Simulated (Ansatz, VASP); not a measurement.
# Cross-check of P between VASP and Ansatz

Wanted: the spread between two codes on one cell, functional and k mesh. The cell is taken from a series of runs on this material, whose earlier steps may have relaxed, scaled, displaced or heated it; both programs get it as it stands.

Main program and level: Ansatz 0.2.0; plane waves, with VASP 6.6.1 beside it; zone-centre phonons at PBE with D3(BJ).

### 1. Starting point

Symmetry: Cmce, No. 64, orthorhombic system. The conventional cell has a = 3.318 Å, b = 10.366 Å, c = 4.267 Å, α = 90.00°, β = 90.00°, γ = 90.00°. Nearest to P lie 3 P at 2.23 to 2.26 Å.

Structure file:

```cif
data_structure
_symmetry_space_group_name_H-M 'P 1'
_symmetry_Int_Tables_number 1
_cell_length_a 5.4422
_cell_length_b 5.4422
_cell_length_c 4.2674
_cell_angle_alpha 90.000
_cell_angle_beta 90.000
_cell_angle_gamma 144.497
_cell_volume 73.40
loop_
_atom_site_label
_atom_site_type_symbol
_atom_site_fract_x
_atom_site_fract_y
_atom_site_fract_z
_atom_site_occupancy
P1 P 0.89578 0.10422 0.07573 1
P2 P 0.60422 0.39578 0.57573 1
P3 P 0.10422 0.89578 0.92427 1
P4 P 0.39578 0.60422 0.42427 1
```

### 2. VASP: zone-centre phonons, PBE with D3(BJ)

Second derivatives magnify differences that forces hide, and they need a tight electronic threshold.

Lines of VASP's logs that name or quote its potential files are left out, and so is its time.

Contents of INCAR:

```
SYSTEM = P
PREC = Accurate
ENCUT = 500
EDIFF = 1E-08
NELM = 120
ISMEAR = 1
SIGMA = 0.2
LREAL = .FALSE.
ALGO = Normal
GGA = PE
IVDW = 12
NBANDS = 16
LORBIT = 11
LWAVE = .FALSE.
LCHARG = .FALSE.
ISIF = 2
IBRION = 6
NFREE = 2
POTIM = 0.015
NSW = 1
LASPH = .TRUE.
GGA_COMPAT = .FALSE.
KPAR = 2
```

Contents of POSCAR:

```
P
1.0
    1.6592432746     -5.1830704523      0.0000000000
    1.6592432746      5.1830704523      0.0000000000
    0.0000000000      0.0000000000      4.2674399141
P
4
Direct
    0.8957793563      0.1042206437      0.0757345496
    0.6042206437      0.3957793563      0.5757345496
    0.1042206437      0.8957793563      0.9242654504
    0.3957793563      0.6042206437      0.4242654504
```

Contents of KPOINTS:

```
Automatic mesh
0
Gamma
16 16 12
0 0 0
```

Potentials, in the order of the species: P (PBE family, release 64).

Launch:

```
$ mpirun -np 2 vasp_std
```

Numbers of over 12 decimals in the logs are rounded to 6 here.

The program printed:

```text
[banner, memory and clock lines left out]
running    2 mpi-ranks, on    1 nodes
 distrk:  each k-point on    1 cores,    2 groups
 distr:  one band on    1 cores,    1 groups

 POSCAR found type information on POSCAR P
 POSCAR found :  1 types and       4 ions
 LDA part: xc-table for (Slater+PW92), standard interpolation
 POSCAR, INCAR and KPOINTS ok, starting setup
 FFT: planning ... GRIDC
 FFT: planning ... GRID_SOFT
 FFT: planning ... GRID
 WAVECAR not read
 entering main loop
       N       E                     dE             d eps       ncg     rms          rms(c)
DAV:   1     0.565767263661E+02    0.56577E+02   -0.82653E+03 16352   0.103E+03
DAV:   2    -0.183652976269E+02   -0.74942E+02   -0.72426E+02 22232   0.158E+02
DAV:   3    -0.215405305847E+02   -0.31752E+01   -0.31570E+01 22368   0.350E+01
DAV:   4    -0.215720486636E+02   -0.31518E-01   -0.31510E-01 20456   0.419E+00
DAV:   5    -0.215726315178E+02   -0.58285E-03   -0.58283E-03 22544   0.526E-01    0.102E+01
DAV:   6    -0.214737752888E+02    0.98856E-01   -0.56757E-02 19320   0.136E+00    0.604E+00
DAV:   7    -0.214325864095E+02    0.41189E-01   -0.97975E-02 21168   0.183E+00    0.278E-01
DAV:   8    -0.214324726937E+02    0.11372E-03   -0.10140E-02 19240   0.636E-01    0.139E-01
DAV:   9    -0.214325370529E+02   -0.64359E-04   -0.43855E-04 22536   0.138E-01    0.712E-02
DAV:  10    -0.214325545902E+02   -0.17537E-04   -0.59788E-05 20480   0.455E-02    0.294E-02
DAV:  11    -0.214325624715E+02   -0.78813E-05   -0.11760E-05 20152   0.261E-02    0.962E-03
DAV:  12    -0.214325628691E+02   -0.39754E-06   -0.52046E-07 21264   0.475E-03    0.212E-03
DAV:  13    -0.214325628021E+02    0.66936E-07   -0.12310E-07 19960   0.235E-03    0.716E-04
DAV:  14    -0.214325628394E+02   -0.37221E-07   -0.10801E-08 12792   0.652E-04    0.386E-04
DAV:  15    -0.214325628509E+02   -0.11504E-07   -0.28035E-09 10336   0.394E-04    0.167E-04
DAV:  16    -0.214325628470E+02    0.38719E-08   -0.30088E-10  9952   0.124E-04
   1 F= -.22959740E+02 E0= -.22960045E+02  d E =0.915984E-03
[...]
2 F= -.22958518E+02 E0= -.22958824E+02  d E =0.918751E-03
[...]
3 F= -.22958518E+02 E0= -.22958824E+02  d E =0.918751E-03
[...]
4 F= -.22958118E+02 E0= -.22958424E+02  d E =0.918698E-03
[...]
5 F= -.22959384E+02 E0= -.22959689E+02  d E =0.915759E-03
[...]
6 F= -.22958918E+02 E0= -.22959222E+02  d E =0.911147E-03
 Finite differences progress:
  Degree of freedom:   3/  3
  Displacement:        1/  2
  Total:               5/  6
 bond charge predicted
       N       E                     dE             d eps       ncg     rms          rms(c)
DAV:   1    -0.214289239304E+02    0.28738E-02   -0.35259E-01 27216   0.323E+00    0.351E-01
DAV:   2    -0.214304843037E+02   -0.15604E-02   -0.17741E-02 37704   0.841E-01    0.942E-02
DAV:   3    -0.214304387071E+02    0.45597E-04   -0.29877E-04 31696   0.119E-01    0.551E-02
DAV:   4    -0.214304337555E+02    0.49516E-05   -0.67089E-05 36568   0.489E-02    0.285E-02
DAV:   5    -0.214304343424E+02   -0.58696E-06   -0.66354E-06 33392   0.163E-02    0.144E-02
DAV:   6    -0.214304342108E+02    0.13166E-06   -0.10599E-06 34384   0.613E-03    0.391E-03
DAV:   7    -0.214304342730E+02   -0.62257E-07   -0.24025E-07 35504   0.274E-03    0.792E-04
DAV:   8    -0.214304342906E+02   -0.17532E-07   -0.12705E-08 18552   0.734E-04    0.387E-04
DAV:   9    -0.214304342989E+02   -0.83633E-08   -0.24873E-09 16240   0.329E-04
   7 F= -.22957660E+02 E0= -.22957970E+02  d E =0.930008E-03
 Finite differences progress:
  Degree of freedom:   3/  3
  Displacement:        2/  2
  Total:               6/  6
```

OUTCAR, selected parts (step 2):

```text
ion  position               nearest neighbor table
   1  0.896  0.104  0.076-   4 2.23   4 2.23   3 2.26
   2  0.604  0.396  0.576-   3 2.23   3 2.23   4 2.26
   3  0.104  0.896  0.924-   2 2.23   2 2.23   1 2.26
   4  0.396  0.604  0.424-   1 2.23   1 2.23   2 2.26

  LATTYP: Found a base centered orthorhombic cell.
 ALAT       =     3.3184865492
 B/A-ratio  =     3.1237555889
 C/A-ratio  =     1.2859596840

 Subroutine GETGRP returns: Found  8 space group operations
 (whereof  4 operations were pure point group operations)

The static configuration has the point symmetry C_2h.
 The point group associated with its full space group is D_2h.

 Found    511 irreducible k-points:

   k-points           NKPTS =    511   k-points in BZ     NKDIM =    511   number of bands    NBANDS=     16

   dimension x,y,z NGX =    40 NGY =   40 NGZ =   32
   dimension x,y,z NGXF=    80 NGYF=   80 NGZF=   64

   ENCUT  =  500.0 eV  36.75 Ry    6.06 a.u.   9.92  9.92  7.78*2*pi/ulx,y,z

   NELECT =      20.0000    total number of electrons

 k-points in reciprocal lattice and weights: Automatic mesh
   0.00000000  0.00000000  0.00000000       0.000
   0.06250000  0.00000000  0.00000000       0.001
   0.12500000  0.00000000  0.00000000       0.001
   0.18750000  0.00000000  0.00000000       0.001
   0.25000000  0.00000000  0.00000000       0.001
   0.31250000  0.00000000  0.00000000       0.001
   0.37500000  0.00000000  0.00000000       0.001
   0.43750000  0.00000000  0.00000000       0.001
   0.50000000  0.00000000  0.00000000       0.001
[...]
15      12.0377      0.00000
    ...

 k-point     3 :       0.1250    0.0000    0.0000
  band No.  band energies     occupation
    ...
      6       2.1117      2.00000
      7       2.2136      2.00000
      8       4.0460      2.00000
      9       4.1769      2.00000
     10       5.7724      2.00000
     11       8.0825     -0.00000
     12       9.3404     -0.00000
     13       9.4994     -0.00000
     14      10.1926     -0.00000
     15      11.3735      0.00000
    ...

 k-point     4 :       0.1875    0.0000    0.0000
  band No.  band energies     occupation
    ...
      6       1.7188      2.00000
      7       2.3190      2.00000
      8       3.9318      2.00000
      9       4.2680      2.00000
     10       5.8334      2.00000
     11       8.2176     -0.00000
     12       8.7193     -0.00000
     13      10.1888     -0.00000
     14      10.5993     -0.00000
     15      10.6803     -0.00000
    ...

 k-point     5 :       0.2500    0.0000    0.0000
  band No.  band energies     occupation
    ...
      6       1.4222      2.00000
      7       2.5901      2.00000
      8       3.9292      2.00000
      9       4.3579      2.00000
     10       5.7611      2.00000
     11       7.7843     -0.00000
     12       8.8009     -0.00000
     13       9.3781     -0.00000
     14       9.8346     -0.00000
     15      10.6531     -0.00000
    ...

 Edisp (eV)   -1.52723

  Total      -0.66226    -0.58563    -0.80143     0.00000     0.08334     0.00000
  in kB     -14.45593   -12.78329   -17.49373     0.00000     1.81924     0.00000
  external pressure =      -14.91 kB  Pullay stress =        0.00 kB

  energy-cutoff  :      500.00
  volume of cell :       73.40
      direct lattice vectors                 reciprocal lattice vectors
     1.659243275 -5.183070452  0.000000000     0.301342189 -0.096467915  0.000000000
     1.659243275  5.183070452  0.000000000     0.301342189  0.096467915  0.000000000
     0.000000000  0.000000000  4.267439914     0.000000000  0.000000000  0.234332532

 POSITION                                       TOTAL-FORCE (eV/Angst)
 -----------------------------------------------------------------------------------
      1.65924     -4.10270      0.30819         0.000000     -0.037100      0.233328
      1.65924     -1.08037      2.45691         0.000000      0.029667      0.012652
      1.65924      4.10270      3.94425         0.000000      0.037310     -0.054258
      1.65924      1.08037      1.81053         0.000000     -0.029877     -0.191722
 -----------------------------------------------------------------------------------
    total drift:                                0.000000     -0.000016     -0.000005

  FREE ENERGIE OF THE ION-ELECTRON SYSTEM (eV)
  ---------------------------------------------------
  free  energy   TOTEN  =       -22.9576600625 eV

  energy  without entropy=      -22.9585900706  energy(sigma->0) =      -22.95797007

 Eigenvectors and eigenvalues of the dynamical matrix
 ----------------------------------------------------

   1 f  =   13.818632 THz    86.825025 2PiTHz  460.939945 cm-1    57.149244 meV
             X         Y         Z           dx          dy          dz
      1.659243 -4.102705  0.323193     0.000000    0.000010   -0.500000
      1.659243 -1.080366  2.456913     0.000000    0.000010    0.500000
      1.659243  4.102705  3.944247     0.000000    0.000010   -0.500000
      1.659243  1.080366  1.810527    -0.000000    0.000010    0.500000

   2 f  =   13.383915 THz    84.093618 2PiTHz  446.439349 cm-1    55.351400 meV
             X         Y         Z           dx          dy          dz
      1.659243 -4.102705  0.323193     0.000000    0.161008    0.473367
      1.659243 -1.080366  2.456913     0.000000   -0.161008    0.473367
      1.659243  4.102705  3.944247     0.000000   -0.161008   -0.473367
      1.659243  1.080366  1.810527    -0.000000    0.161008   -0.473367

   3 f  =   12.605676 THz    79.203798 2PiTHz  420.480091 cm-1    52.132863 meV
             X         Y         Z           dx          dy          dz
      1.659243 -4.102705  0.323193    -0.500000    0.000000   -0.000000
      1.659243 -1.080366  2.456913    -0.500000    0.000000    0.000000
      1.659243  4.102705  3.944247     0.500000   -0.000000    0.000000
      1.659243  1.080366  1.810527     0.500000   -0.000000    0.000000

   4 f  =   12.384527 THz    77.814278 2PiTHz  413.103355 cm-1    51.218265 meV
             X         Y         Z           dx          dy          dz
      1.659243 -4.102705  0.323193    -0.500000    0.000000   -0.000000
      1.659243 -1.080366  2.456913     0.500000    0.000000    0.000000
      1.659243  4.102705  3.944247    -0.500000   -0.000000    0.000000
      1.659243  1.080366  1.810527     0.500000   -0.000000    0.000000

   5 f  =   12.220971 THz    76.786624 2PiTHz  407.647703 cm-1    50.541851 meV
             X         Y         Z           dx          dy          dz
      1.659243 -4.102705  0.323193     0.000000    0.498620   -0.037128
      1.659243 -1.080366  2.456913    -0.000000    0.498620    0.037128
      1.659243  4.102705  3.944247     0.000000   -0.498620    0.037128
      1.659243  1.080366  1.810527    -0.000000   -0.498620   -0.037128

   6 f  =   10.621741 THz    66.738368 2PiTHz  354.303150 cm-1    43.927972 meV
             X         Y         Z           dx          dy          dz
      1.659243 -4.102705  0.323193     0.000000    0.473367   -0.161008
      1.659243 -1.080366  2.456913    -0.000000   -0.473367   -0.161008
      1.659243  4.102705  3.944247    -0.000000   -0.473367    0.161008
      1.659243  1.080366  1.810527    -0.000000    0.473367    0.161008

   7 f  =    6.573536 THz    41.302745 2PiTHz  219.269559 cm-1    27.185948 meV
             X         Y         Z           dx          dy          dz
      1.659243 -4.102705  0.323193    -0.000000    0.037128    0.498620
      1.659243 -1.080366  2.456913     0.000000    0.037128   -0.498620
      1.659243  4.102705  3.944247     0.000000   -0.037128   -0.498620
      1.659243  1.080366  1.810527    -0.000000   -0.037128    0.498620

   8 f  =    5.523759 THz    34.706803 2PiTHz  184.252778 cm-1    22.844423 meV
             X         Y         Z           dx          dy          dz
      1.659243 -4.102705  0.323193     0.500000    0.000000   -0.000000
      1.659243 -1.080366  2.456913    -0.500000   -0.000000   -0.000000
      1.659243  4.102705  3.944247    -0.500000    0.000000   -0.000000
      1.659243  1.080366  1.810527     0.500000   -0.000000   -0.000000

   9 f  =    3.021200 THz    18.982757 2PiTHz  100.776370 cm-1    12.494672 meV
             X         Y         Z           dx          dy          dz
      1.659243 -4.102705  0.323193     0.000000   -0.500000    0.000044
      1.659243 -1.080366  2.456913    -0.000000    0.500000    0.000044
      1.659243  4.102705  3.944247    -0.000000   -0.500000    0.000044
      1.659243  1.080366  1.810527    -0.000000    0.500000    0.000044

  10 f  =    0.000000 THz     0.000001 2PiTHz    0.000005 cm-1     0.000001 meV
             X         Y         Z           dx          dy          dz
      1.659243 -4.102705  0.323193     0.500000    0.000000   -0.000000
      1.659243 -1.080366  2.456913     0.500000    0.000000   -0.000000
      1.659243  4.102705  3.944247     0.500000    0.000000   -0.000000
      1.659243  1.080366  1.810527     0.500000    0.000000   -0.000000

  11 f/i=    0.000269 THz     0.001688 2PiTHz    0.008961 cm-1     0.001111 meV
             X         Y         Z           dx          dy          dz
      1.659243 -4.102705  0.323193     0.000000    0.000044    0.500000
      1.659243 -1.080366  2.456913     0.000000   -0.000045    0.500000
      1.659243  4.102705  3.944247     0.000000    0.000044    0.500000
      1.659243  1.080366  1.810527     0.000000   -0.000045    0.500000

  12 f/i=    0.000283 THz     0.001779 2PiTHz    0.009442 cm-1     0.001171 meV
             X         Y         Z           dx          dy          dz
      1.659243 -4.102705  0.323193     0.000000   -0.500000   -0.000011
      1.659243 -1.080366  2.456913     0.000000   -0.500000    0.000010
      1.659243  4.102705  3.944247     0.000000   -0.500000   -0.000011
      1.659243  1.080366  1.810527     0.000000   -0.500000    0.000010

 ELASTIC MODULI CONTR FROM IONIC RELAXATION (kBar)
 Direction    XX          YY          ZZ          XY          YZ          ZX
 --------------------------------------------------------------------------------
 XX        -102.9714   -182.1624   -285.8884      0.0000      0.0000     -0.0000
 YY        -182.1624  -1251.0265   -242.7460     -0.0000     -0.0000     -0.0000
 ZZ        -285.8884   -242.7460   -868.2149      0.0000      0.0000     -0.0000
 XY           0.0000     -0.0000      0.0000   -388.1293      0.0000      0.0000
 YZ          -0.0000     -0.0000     -0.0000      0.0000   -486.7831      0.0000
 ZX          -0.0000     -0.0000     -0.0000      0.0000      0.0000   -555.6776
 --------------------------------------------------------------------------------

 total charge
# of ion       s       p       d       tot
------------------------------------------
    1        1.086   1.370   0.000   2.456
    2        1.086   1.370   0.000   2.456
    3        1.086   1.370   0.000   2.456
    4        1.086   1.370   0.000   2.456
--------------------------------------------------
tot          4.343   5.481   0.000   9.824

[... 1 further part left out ...]
```

CONTCAR:

```
P
   1.00000000000000
     1.6592432746000001   -5.1830704523000000    0.0000000000000000
     1.6592432746000001    5.1830704523000000    0.0000000000000000
     0.0000000000000000    0.0000000000000000    4.2674399140999997
  P
     4
Direct
     0.8957793562999967    0.1042206437000033    0.0722195616208045
     0.6042206437000033    0.3957793562999967    0.5757345495999999
     0.1042206437000033    0.8957793562999967    0.9242654504000001
     0.3957793562999967    0.6042206437000033    0.4242654504000001
```

The last energy, forces, stress and levels in OUTCAR belong to the last displaced cell, not to the cell of POSCAR.

Levels, forces or a CONTCAR printed for this step are those of its last displaced cell, not of the structure at rest.

(Continued in part 2 of 2.)

[Lines on the potential files, build, host, timing and source positions are cut from VASP's logs without a mark.]

[Logs are printed without paths, hosts, clocks, repeated set-up lines and the standing remarks that a program may print on its own settings, such as how far it seeks lower states.]

[Hosts, paths, dates, database ids (printed as entryN), source tags and the programs' standing remarks are cut or masked in the printed files.]
